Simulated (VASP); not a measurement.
# Sc3Te in VASP: the effect of Hubbard term

Crystal: Sc3Te.

```xyz
4
Lattice="0.0000 3.5695 3.5695 3.5695 0.0000 3.5695 3.5695 3.5695 0.0000" Properties=species:S:1:pos:R:3 pbc="T T T"
Sc    1.7848    1.7848    1.7848
Sc    5.3543    5.3543    5.3543
Sc    3.5695    3.5695    3.5695
Te    0.0000    0.0000    0.0000
```

The cell was built by a generator and needn't be a form met in nature.

Alike in all runs:

```yaml
Program: VASP 6.6.1
Task: single point
Functional: PBE
Potentials_or_basis: VASP PAW PBE potentials, release 64 (Sc_sv, Te)
Cutoff: 520 eV
k_mesh: 5 × 5 × 5
Occupations: fermi-dirac, width 0.05 eV
Spin: no spin polarisation
Further_INCAR_settings: ALGO = Fast; EDIFF = 1e-07; NBANDS = 28
```

| Hubbard term | pressure (GPa) |
| --- | --- |
| none | -0.1 |
| Sc d U = 2 eV | 4.0 |
| Sc d U = 3 eV | 6.1 |
| Sc d U = 4 eV | 8.0 |
| Sc d U = 5 eV | 10.1 |
| Sc d U = 6 eV | 12.3 |
| Sc d U = 8 eV | ? |

Problem. What does the run with Hubbard term Sc d U = 8 eV give?

Solution. Pressure 16.7 GPa.

Worked out: A straight line through the other rows of the pressure, of slope 2.05 GPa per eV, extrapolates to 16.3 GPa, against the run's 16.7.

Caveats: U without spin polarisation on a metal has little footing (some runs); the U is typed as a test and isn't derived for this compound (some runs).
